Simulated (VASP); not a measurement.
Data:

```xyz
1
Lattice="0.0000 1.9440 1.9440 1.9440 0.0000 1.9440 1.9440 1.9440 0.0000" Properties=species:S:1:pos:R:3 pbc="T T T"
Ir     0.0000     0.0000     0.0000
```

Method: RPBE GGA, VASP's PBE PAW potentials (set 64) (plane waves; VASP). Settings: 520 eV cut-off, 16×16×16 Γ-centred mesh, first-order Methfessel-Paxton smearing of 0.10 eV, potentials Ir.

Unless said otherwise, spin-orbit coupling is left out, though it shifts the bands of the heavy elements here.

Task: Estimate the energy per atom (σ→0), band gap (on the k-mesh) with the smallest direct gap where there is one.

Result: 
```json
{
  "band gap (on the k-mesh)": "none (metal, semimetal or under 0.01 eV)",
  "energy per atom (σ→0)": "-8.181 eV/atom"
}
```

Total energies compare only between runs with the same potentials, cut-off and functional.

The compound is Ir in the fcc structure. It was relaxed first.
